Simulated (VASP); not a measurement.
Computed with PBEsol GGA with spin-orbit coupling, VASP's PBE PAW potentials (set 64) (plane waves; VASP 6.6.1).

The input files of a VASP run:

File POSCAR:
```
Zn
1.0
  1.3194086431  -2.2852832207   0.0000000000
  1.3194086431   2.2852832207   0.0000000000
  0.0000000000   0.0000000000   4.6374447161
Zn
2
Cart
  1.3194086431   0.7617625971   1.1593611790
  1.3194086431  -0.7617625971   3.4780835371
```

INCAR:
```
ALGO  =  Normal
EDIFF  =  1E-6
ENCUT  =  400
GGA  =  PS
GGA_COMPAT  =  F
ISMEAR  =  0
LASPH  =  T
LCHARG  =  F
LMAXMIX  =  4
LREAL  =  F
LSORBIT  =  T
LWAVE  =  F
MAGMOM  =  6*0
NELM  =  100
PREC  =  Accurate
SIGMA  =  0.05
SYSTEM  =  Zn
```

### KPOINTS_OPT
```
k-points along high-symmetry lines
5
Line-mode
Reciprocal
  0.000000   0.000000   0.000000 ! GAMMA
 -0.000000   0.500000   0.000000 ! M

 -0.000000   0.500000   0.000000 ! M
 -0.333333   0.666667   0.000000 ! K

 -0.333333   0.666667   0.000000 ! K
  0.000000   0.000000   0.000000 ! GAMMA

  0.000000   0.000000   0.000000 ! GAMMA
  0.000000   0.000000   0.500000 ! A

  0.000000   0.000000   0.500000 ! A
 -0.000000   0.500000   0.500000 ! L

 -0.000000   0.500000   0.500000 ! L
 -0.333333   0.666667   0.500000 ! H

 -0.333333   0.666667   0.500000 ! H
  0.000000   0.000000   0.500000 ! A

 -0.000000   0.500000   0.500000 ! L
 -0.000000   0.500000   0.000000 ! M

 -0.333333   0.666667   0.500000 ! H
 -0.333333   0.666667   0.000000 ! K
```

**KPOINTS**
```
Automatic mesh
0
Gamma
14 14 7
0 0 0
```

POTCAR, in this order: Zn (PBE.64 set). Program: vasp_ncl.

Problem. What does the run give for the energy per atom (σ→0), band gap (over mesh and band path)?

Solution. 
energy per atom (σ→0): -1.589 eV/atom
band gap (over mesh and band path): none (metal, semimetal or under 0.01 eV)

**OSZICAR**
```
...
DAV:   7    -0.318526859604E+01    0.15158E-01   -0.58276E-02  7272   0.463E+00    0.182E+00
DAV:   8    -0.317763069640E+01    0.76379E-02   -0.19471E-03  7952   0.736E-01    0.912E-02
DAV:   9    -0.317758430145E+01    0.46395E-04   -0.26650E-04  7024   0.216E-01    0.316E-02
DAV:  10    -0.317757326969E+01    0.11032E-04   -0.24332E-05  8360   0.110E-01    0.237E-02
DAV:  11    -0.317757525738E+01   -0.19877E-05   -0.12000E-05  6448   0.397E-02    0.444E-03
DAV:  12    -0.317757504096E+01    0.21642E-06   -0.26274E-07  3616   0.107E-02
   1 F= -.31775750E+01 E0= -.31774295E+01  d E =-.291015E-03  mag=    -0.0000     0.0000     0.0000
       N       E                     dE             ncg
```

The compound is Zn in the hcp structure. It was relaxed first, which changed the volume by -8 %.
